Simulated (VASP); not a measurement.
OSZICAR of a VASP run on Al (fcc):

OSZICAR:
```
       N       E                     dE             d eps       ncg     rms          rms(c)
DAV:   1    -0.162225259131E+01   -0.16223E+01   -0.91318E+02  1100   0.336E+02
DAV:   2    -0.374332542004E+01   -0.21211E+01   -0.20399E+01  1360   0.319E+01
DAV:   3    -0.376050797273E+01   -0.17183E-01   -0.16875E-01  1385   0.326E+00
DAV:   4    -0.376057727645E+01   -0.69304E-04   -0.69031E-04  1395   0.187E-01
DAV:   5    -0.376057765345E+01   -0.37700E-06   -0.37675E-06  1395   0.124E-02    0.130E+00
DAV:   6    -0.374735669821E+01    0.13221E-01   -0.17542E-03  1235   0.317E-01    0.754E-01
DAV:   7    -0.373772708471E+01    0.96296E-02   -0.52480E-03  1245   0.514E-01    0.146E-01
DAV:   8    -0.373772229150E+01    0.47932E-05   -0.24273E-05  1310   0.528E-02    0.672E-03
DAV:   9    -0.373772084738E+01    0.14441E-05   -0.10118E-06  1305   0.693E-03    0.121E-03
DAV:  10    -0.373772044391E+01    0.40347E-06   -0.51779E-09   720   0.791E-04
   1 F= -.40793763E+01 E0= -.40794999E+01  d E =-.407938E+01
       N       E                     dE             d eps       ncg     rms          rms(c)
DAV:   1    -0.372898764466E+01    0.87332E-02   -0.17966E-01  1325   0.275E+00    0.365E-01
DAV:   2    -0.372824481555E+01    0.74283E-03   -0.10789E-03  1120   0.290E-01    0.133E-01
DAV:   3    -0.372773768673E+01    0.50713E-03   -0.14528E-04  1315   0.781E-02    0.426E-02
DAV:   4    -0.372769969665E+01    0.37990E-04   -0.16122E-05  1325   0.253E-02    0.263E-02
DAV:   5    -0.372769987772E+01   -0.18107E-06   -0.15219E-07   690   0.410E-03
   2 F= -.40898143E+01 E0= -.40898110E+01  d E =-.104380E-01
       N       E                     dE             d eps       ncg     rms          rms(c)
DAV:   1    -0.373123971127E+01   -0.35400E-02   -0.38258E-03  1325   0.400E-01    0.534E-02
DAV:   2    -0.373122218634E+01    0.17525E-04   -0.23312E-05  1115   0.424E-02    0.199E-02
DAV:   3    -0.373120970284E+01    0.12483E-04   -0.31621E-06  1325   0.115E-02    0.600E-03
DAV:   4    -0.373120849332E+01    0.12095E-05   -0.28969E-07   630   0.349E-03    0.326E-03
DAV:   5    -0.373120846568E+01    0.27648E-07   -0.20545E-08   605   0.128E-03
   3 F= -.40901709E+01 E0= -.40901982E+01  d E =-.107946E-01
```

Q: Which electronic solver shows in the log?

A: It is blocked Davidson (ALGO = Normal, or the opening steps of other solvers). The INCAR had ALGO = Normal.

Q: Can the final energy be trusted as converged?

A: Self-consistency was reached. It stopped with EDIFF = 1E-6, NELM = 100, NSW = 60 and EDIFFG = -0.01 after 3 ionic steps (PBE GGA with D4 dispersion, plane waves, VASP's PBE PAW potentials (set 64)). Energy and stress use the plane-wave basis of the starting cell.

The compound is Al in the fcc structure. This run relaxes it. Symmetry was kept, so distortions that lower it aren't found.
